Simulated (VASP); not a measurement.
VASP input:

File KPOINTS:
```
Automatic mesh
0
Gamma
13 13 13
0 0 0
```

**INCAR**
```
! general
SYSTEM  = VAl
PREC    = Accurate
ENCUT   = 400
LREAL   = .False.   ! projection in real space or not
LASPH   = .True.

! electronic loop
EDIFF   = 1E-7
NELM    = 100
ALGO    = Normal   ! blocked Davidson
LMAXMIX = 4   ! l cut-off of mixed one-centre charges

! smearing
ISMEAR  = -5   ! tetrahedra, Bloechl

! functional
GGA     = PS   ! PBEsol

! ions
ISIF    = 2

! output
LWAVE   = .False.
LCHARG  = .True.
LORBIT  = 11   ! lm-projected
NEDOS   = 601   ! DOS grid
```

### POSCAR
```
VAl
1
   -0.0000000000     2.8326158952     2.8326158952
    2.8326158952     0.0000000000     2.8326158952
    2.8326158952     2.8326158952     0.0000000000
V Al
1 1
Direct
  0.0000000000   1.0000000000   1.0000000000
  0.2500000000   0.2500000000   0.2500000000
```

POTCAR, in this order: V_sv Al (PBE.64 set). Program: vasp_std.

**Question.** Write an equivalent input for Ansatz.

**Answer.** One equivalent input (not run):
Ansatz 0.2 input:
```yaml
crystal:
  lattice:
    - [0.0000000, 2.8326159, 2.8326159]
    - [2.8326159, 0.0000000, 2.8326159]
    - [2.8326159, 2.8326159, 0.0000000]
  atoms:
    - { symbol: V, position: [0.0000000, 1.0000000, 1.0000000] }
    - { symbol: Al, position: [0.2500000, 0.2500000, 0.2500000] }
kpoints:
  mp_grid: { grid: [13, 13, 13] }
hamiltonian:
  xc: pbesol
  pseudopotentials: { kind: paw }
scf:
  occupations: { method: tetrahedron }
  max_iter: 100
output: { forces: true, stress: true, eigenvalues: true }
```
What does not carry over: each code has its own PAW files, so the cut-off isn't converted (ENCUT is set for VASP's; basis.ecutwfc is left out, and Ansatz then takes the one that its files recommend); Ansatz stops its SCF on the density residual and VASP on the energy change (EDIFF).

The structure was generated: VAl was put into the zinc blende type (F-43m), which need not be its known phase. It was relaxed first, which changed the volume by -28 %.
